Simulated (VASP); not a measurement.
An input for Ansatz (written as the equivalent of a VASP run, and not itself run):

Ansatz 0.2 input:
```yaml
crystal:
  lattice:
    - [3.5060054, 0.0000000, 0.0000000]
    - [0.0000000, 3.5060054, 0.0000000]
    - [0.0000000, 0.0000000, 3.5060054]
  atoms:
    - { symbol: Si, position: [0.0000000, 0.0000000, 0.0000000] }
    - { symbol: Ni, position: [0.0000000, 0.5000000, 0.5000000] }
    - { symbol: Ni, position: [0.5000000, 0.0000000, 0.5000000] }
    - { symbol: Ni, position: [0.5000000, 0.5000000, 0.0000000] }
kpoints:
  mp_grid: { grid: [10, 10, 10] }
hamiltonian:
  xc: pbe
  pseudopotentials: { kind: paw }
scf:
  occupations: { method: tetrahedron }
  max_iter: 100
output: { forces: true, stress: true, eigenvalues: true }
```

Q: Write the VASP files for the same calculation (PBE).

A: Several could match; the one computed here: 
POSCAR:
```
Ni3Si
3.5060050
  1.0000001109   0.0000000000   0.0000000000
  0.0000000000   1.0000001109   0.0000000000
  0.0000000000   0.0000000000   1.0000001109
Si Ni
1 3
Cart
  0.0000000000   0.0000000000   0.0000000000
  0.0000000000   0.5000000554   0.5000000554
  0.5000000554   0.0000000000   0.5000000554
  0.5000000554   0.5000000554   0.0000000000
```

**INCAR**
```
SYSTEM  =  Ni3Si
PREC  =  Accurate; ENCUT  =  520; LREAL  =  .FALSE.
LASPH  =  .TRUE.
EDIFF  =  1E-7; NELM  =  100; ALGO  =  Normal
LMAXMIX  =  4
ISMEAR  =  -5
GGA  =  PE
ISIF  =  2
LWAVE  =  .FALSE.; LCHARG  =  .TRUE.; LORBIT  =  11
NEDOS  =  601
LEFG  =  .TRUE.
```

KPOINTS:
```
Automatic mesh
0
Gamma
10 10 10
0 0 0
```

POTCAR, in this order: Si Ni (PBE.64 set). Program: vasp_std.

What does not carry over: each code has its own PAW files, so the cut-off isn't converted (ENCUT is set for VASP's; basis.ecutwfc is left out, and Ansatz then takes the one that its files recommend); Ansatz stops its SCF on the density residual and VASP on the energy change (EDIFF); the field gradients of LEFG aren't asked of the other code.

The compound is Ni3Si in the L1_2 structure. It was relaxed first.
